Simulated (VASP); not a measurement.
Output of a VASP run:

### OSZICAR
```
       N       E                     dE             d eps       ncg     rms          rms(c)
DAV:   1    -0.322793834641E+03   -0.32279E+03   -0.20467E+01   636   0.115E+01    0.677E+00
DAV:   2    -0.323028247468E+03   -0.23441E+00   -0.59038E-01   666   0.107E+00    0.446E+00
DAV:   3    -0.323026781281E+03    0.14662E-02   -0.97831E-02   728   0.378E-01    0.264E+00
DAV:   4    -0.323030400979E+03   -0.36197E-02   -0.36900E-02   704   0.255E-01    0.155E+00
DAV:   5    -0.323043014389E+03   -0.12613E-01   -0.19995E-02   705   0.207E-01    0.926E-01
DAV:   6    -0.323056037091E+03   -0.13023E-01   -0.14877E-02   713   0.189E-01    0.561E-01
DAV:   7    -0.323058978910E+03   -0.29418E-02   -0.78650E-03   705   0.140E-01    0.333E-01
DAV:   8    -0.323060293792E+03   -0.13149E-02   -0.30094E-03   706   0.827E-02    0.206E-01
DAV:   9    -0.323061251950E+03   -0.95816E-03   -0.10233E-03   698   0.486E-02    0.139E-01
DAV:  10    -0.323062067495E+03   -0.81554E-03   -0.72669E-04   706   0.417E-02    0.103E-01
DAV:  11    -0.323062814162E+03   -0.74667E-03   -0.65801E-04   706   0.398E-02    0.843E-02
DAV:  12    -0.323063499631E+03   -0.68547E-03   -0.63505E-04   706   0.385E-02    0.746E-02
DAV:  13    -0.323064131898E+03   -0.63227E-03   -0.59027E-04   713   0.364E-02    0.687E-02
DAV:  14    -0.323064709210E+03   -0.57731E-03   -0.52257E-04   706   0.338E-02    0.644E-02
DAV:  15    -0.323065227633E+03   -0.51842E-03   -0.46114E-04   706   0.316E-02    0.606E-02
DAV:  16    -0.323065686145E+03   -0.45851E-03   -0.40939E-04   706   0.297E-02    0.569E-02
DAV:  17    -0.323066086095E+03   -0.39995E-03   -0.35975E-04   706   0.278E-02    0.532E-02
DAV:  18    -0.323066430374E+03   -0.34428E-03   -0.31076E-04   706   0.259E-02    0.495E-02
DAV:  19    -0.323066723138E+03   -0.29276E-03   -0.26430E-04   706   0.239E-02    0.458E-02
DAV:  20    -0.323066969363E+03   -0.24623E-03   -0.22230E-04   706   0.220E-02    0.422E-02
DAV:  21    -0.323067174483E+03   -0.20512E-03   -0.18538E-04   713   0.202E-02    0.388E-02
DAV:  22    -0.323067343967E+03   -0.16948E-03   -0.15357E-04   706   0.184E-02    0.355E-02
DAV:  23    -0.323067482990E+03   -0.13902E-03   -0.12605E-04   705   0.168E-02    0.323E-02
DAV:  24    -0.323067596281E+03   -0.11329E-03   -0.10283E-04   690   0.153E-02    0.294E-02
DAV:  25    -0.323067688106E+03   -0.91824E-04   -0.83500E-05   674   0.138E-02    0.266E-02
DAV:  26    -0.323067762195E+03   -0.74089E-04   -0.67446E-05   666   0.125E-02    0.240E-02
DAV:  27    -0.323067821713E+03   -0.59519E-04   -0.54119E-05   650   0.112E-02    0.216E-02
DAV:  28    -0.323067869324E+03   -0.47611E-04   -0.43198E-05   610   0.102E-02    0.194E-02
DAV:  29    -0.323067907296E+03   -0.37972E-04   -0.35263E-05   601   0.913E-03    0.174E-02
DAV:  30    -0.323067937507E+03   -0.30210E-04   -0.27358E-05   530   0.820E-03    0.156E-02
DAV:  31    -0.323067961498E+03   -0.23991E-04   -0.22919E-05   538   0.738E-03    0.140E-02
DAV:  32    -0.323067980496E+03   -0.18999E-04   -0.17162E-05   442   0.658E-03    0.124E-02
DAV:  33    -0.323067995506E+03   -0.15010E-04   -0.15032E-05   466   0.595E-03    0.111E-02
DAV:  34    -0.323068007404E+03   -0.11898E-04   -0.10985E-05   418   0.527E-03    0.985E-03
DAV:  35    -0.323068016775E+03   -0.93708E-05   -0.91755E-06   370   0.472E-03
   1 F= -.32306802E+03 E0= -.32306796E+03  d E =-.109689E-03  mag=     3.0000
```

File OUTCAR:
```
------------------------ aborting loop because EDIFF is reached ----------------------------------------
  volume of cell :     1547.77
      direct lattice vectors                 reciprocal lattice vectors
    11.567395522  0.000000000  0.000000000     0.086449884  0.000000000  0.000000000
     0.000000000 11.567395522  0.000000000     0.000000000  0.086449884  0.000000000
     0.000000000  0.000000000 11.567395522     0.000000000  0.000000000  0.086449884
 POSITION                                       TOTAL-FORCE (eV/Angst)
 -----------------------------------------------------------------------------------
      5.78498      0.00504      0.00156        -0.165037     -0.072868     -0.075567
      7.24809      1.45034      1.45887         0.027173      0.051117      0.041059
      8.67428      2.89155      0.00094        -0.025743     -0.034673     -0.064288
     10.11509      4.31949      1.45627         0.040331      0.126279      0.031817
      8.67549     11.56062      2.89934        -0.029857     -0.056455     -0.046906
     10.11475      1.45503      4.32228         0.038563      0.024563      0.132086
      0.00029      0.00058      0.00068        -0.031496     -0.027744     -0.032088
      1.44372      1.44532      1.44401         0.073885      0.067945      0.082881
      2.89658      2.89429      0.00769        -0.061128     -0.055219     -0.016473
      4.34350      4.34199      1.45398         0.022205      0.027271      0.059505
      5.78487      5.78313     11.56711        -0.014613     -0.008604     -0.014865
      7.22656      7.22646      1.44971         0.052134      0.053628      0.048845
      8.67470      8.67435      0.00556        -0.078426     -0.072783     -0.028158
     10.12377     10.12463      1.44459         0.051407      0.041799      0.104002
      2.89518      0.01163      2.89632        -0.066696     -0.009763     -0.065163
      4.34358      1.45439      4.34525         0.018407      0.059545      0.025950
      5.78399      2.91830      2.91966        -0.093786     -0.084304     -0.090530
      7.13132      4.43455      4.43206         0.224388     -0.060284     -0.050584
      8.64880      5.78491      2.91860        -0.004031     -0.010417     -0.089382
     10.11698      7.22652      4.34191         0.033307      0.047899      0.003367
      5.78445      0.00005      5.78501        -0.009947     -0.016973     -0.010145
      7.22501      1.45537      7.22420         0.053923      0.036027      0.057436
      8.64881      2.92216      5.78270        -0.003873     -0.077400     -0.019724
     10.11913      4.33968      7.22781         0.026244     -0.002841      0.054734
      8.67189      0.01004      8.67290        -0.077686     -0.019215     -0.080939
     10.12375      1.44421     10.12551         0.049044      0.093836      0.052869
      0.00025      5.78167      0.00264        -0.069372     -0.139593     -0.083820
      1.44946      7.24858      1.45511         0.050522      0.013505      0.047757
      2.89207      8.67693      0.00051        -0.036461     -0.022983     -0.065194
      4.32078     10.12163      1.45378         0.122428      0.026725      0.031837
      0.00679      2.89440      2.89688        -0.008262     -0.058712     -0.064136
      1.45369      4.34224      4.34336         0.059179      0.023478      0.027871
      2.91636      5.78434      2.91651        -0.089108     -0.087225     -0.091379
      4.42715      7.13997      4.42718        -0.060206      0.202014     -0.055349
      5.78343      8.65137      2.91490        -0.025691     -0.000643     -0.086610
      7.22479     10.11437      4.34374         0.055311      0.027166     -0.000747
     11.56641      0.00384      5.78382        -0.062979     -0.070941     -0.175173
      1.45413      1.45122      7.24698         0.044961      0.042830      0.047800
      2.91807      2.91870      5.78604        -0.077973     -0.075966     -0.103023
      4.43072      4.43410      7.13637        -0.071002     -0.065702      0.232071
      7.14195      7.14107      7.14237         0.302358      0.287910      0.327405
      8.65184      8.65042      5.78430        -0.098277     -0.091720     -0.145606
     10.11491     10.11933      7.24739         0.028504      0.022336      0.094295
      2.89646     11.56176      8.67471        -0.037253     -0.052659     -0.031780
      4.32099      1.45415     10.11555         0.129405      0.022768      0.039100
      5.78354      2.91985      8.65000        -0.019031     -0.070940     -0.007883
      7.22826      4.33820     10.11974         0.050975      0.003699      0.029963
      8.65247      5.78142      8.65269        -0.095748     -0.140493     -0.097431
     10.11758      7.24738     10.11634         0.029783      0.073260      0.035575
     11.56186      8.67740      2.89742        -0.056790     -0.025448     -0.048793
      1.45197     10.12069      4.32126         0.033976      0.032013      0.134329
      0.00003      5.78325      5.78481        -0.018867     -0.004150     -0.015495
      1.44915      7.22742      7.22617         0.050307      0.056127      0.058606
      2.91615      8.65242      5.78411        -0.083079     -0.000453     -0.025119
      4.34279     10.11620      7.22685        -0.002819      0.023758      0.060423
     11.56540      2.89228      8.67522        -0.058278     -0.034598     -0.033337
      1.45385      4.31876     10.11730         0.029299      0.131788      0.040263
      2.91595      5.78647      8.65204        -0.074852     -0.013633     -0.011795
      4.33899      7.22781     10.12174         0.001050      0.051381      0.022499
      5.78333      8.65070      8.65452        -0.149238     -0.093192     -0.102680
      7.24790     10.11870     10.11686         0.080606      0.027525      0.033203
      0.00513      8.67652      8.67358        -0.021621     -0.076490     -0.086020
...
```
(Selected blocks of OUTCAR.)

File POSCAR:
```
Ge63
1
   11.5673955220     0.0000000000     0.0000000000
    0.0000000000    11.5673955220     0.0000000000
    0.0000000000     0.0000000000    11.5673955220
Ge
63
Direct
  0.5001106381   0.0004353015   0.0001352745
  0.6265969506   0.1253818890   0.1261192763
  0.7498900743   0.2499740361   0.0000812073
  0.8744483900   0.3734198018   0.1258944140
  0.7499947730   0.9994143974   0.2506477876
  0.8744190230   0.1257874355   0.3736605934
  0.0000251582   0.0000502259   0.0000583614
  0.1248095726   0.1249480048   0.1248345737
  0.2504091377   0.2502109795   0.0006652221
  0.3754949295   0.3753645618   0.1256963610
  0.5001010704   0.4999505218   0.9999756814
  0.6247354680   0.6247269133   0.1253268321
  0.7499269488   0.7498962348   0.0004804103
  0.8751991408   0.8752729023   0.1248846766
  0.2502875878   0.0010052422   0.2503861792
  0.3755020215   0.1257318564   0.3756465494
  0.5000251485   0.2522871040   0.2524045152
  0.6165014506   0.3833661412   0.3831511115
  0.7476881384   0.5001051044   0.2523125343
  0.8746116860   0.6247315901   0.3753576306
  0.5000646820   0.0000044720   0.5001133598
  0.6246016267   0.1258164596   0.6245308203
  0.7476890331   0.2526202691   0.4999133382
  0.8747976269   0.3751644283   0.6248434551
  0.7496835943   0.0008676739   0.7497709846
  0.8751968517   0.1248516309   0.8753492103
  0.0000216046   0.4998248178   0.0002283139
  0.1253058674   0.6266389655   0.1257941788
  0.2500195185   0.7501197681   0.0000443251
  0.3735308217   0.8750135312   0.1256790377
  0.0005866327   0.2502201592   0.2504347160
  0.1256709940   0.3753859788   0.3754827757
  0.2521192315   0.5000554053   0.2521321386
  0.3827263287   0.6172495623   0.3827290779
  0.4999768555   0.7479101720   0.2519923735
  0.6245826744   0.8743862771   0.3755156829
  0.9999149064   0.0003322273   0.5000109151
  0.1257096786   0.1254577718   0.6265001541
  0.2522665645   0.2523214978   0.5002021105
  0.3830353292   0.3833273031   0.6169386946
  0.6174204285   0.6173445636   0.6174568544
  0.7479508519   0.7478278077   0.5000523979
  0.8744332046   0.8748146826   0.6265361987
  0.2503987633   0.9995129717   0.7499277003
  0.3735491335   0.1257113830   0.8744882996
  0.4999863435   0.2524203547   0.7477916905
  0.6248825581   0.3750372347   0.8748502315
  0.7480049649   0.4998029811   0.7480240010
  0.8746639492   0.6265355654   0.8745561670
  0.9995218450   0.7501604457   0.2504815568
  0.1255228964   0.8749320672   0.3735721771
  0.0000025112   0.4999611776   0.5000958924
  0.1252787454   0.6248093432   0.6247018424
  0.2521004537   0.7480005640   0.5000353127
  0.3754334833   0.8745440627   0.6247606681
  0.9998274610   0.2500369035   0.7499714583
  0.1256849295   0.3733566786   0.8746394031
  0.2520835653   0.5002397096   0.7479677347
  0.3751051413   0.6248430534   0.8750228349
  0.4999678691   0.7478515792   0.7481820763
  0.6265803082   0.8747604307   0.8746016753
  0.0004435117   0.7500845351   0.7498299820
  0.1248293511   0.8753042901   0.8752679905
```

Write an INCAR and KPOINTS that could have produced this output.

Several could match; the one computed here: the input of the run itself, HSE06 screened hybrid, plane waves, VASP's PBE PAW potentials (set 64).

**KPOINTS**
```
Automatic mesh
0
Gamma
1 1 1
0 0 0
```

**INCAR**
```
! general
SYSTEM    =  Ge63
PREC      =  Normal
ENCUT     =  400
LREAL     =  Auto
LASPH     =  .TRUE.
ISYM      =  0
NELECT    =  253.0

! electronic loop
EDIFF     =  1E-5
NELM      =  50
NELMIN    =  4
ALGO      =  Normal
LMAXMIX   =  4

! smearing
ISMEAR    =  0
SIGMA     =  0.05

! functional
GGA       =  PE
LHFCALC   =  .TRUE.
AEXX      =  0.25
HFSCREEN  =  0.2
PRECFOCK  =  Fast

! spin
ISPIN     =  2
MAGMOM    =  63*0.0476
NUPDOWN   =  3

! ions
ISIF      =  0

! output
LWAVE     =  .FALSE.
LCHARG    =  .FALSE.
LORBIT    =  10
```

POTCAR, in this order: Ge (PBE.64 set). Program: vasp_gam. Read from the step before: WAVECAR.

The cell is charged, with a uniform compensating background. The supercell is sampled at Γ alone, which is coarse: total energies, pressure and levels can be off, energies of defects by several tenths of an eV.

The cell is a supercell with a defect, built from Ge (diamond): vac_Ge, charge -1. The cell's shape comes from a PBE relaxation.
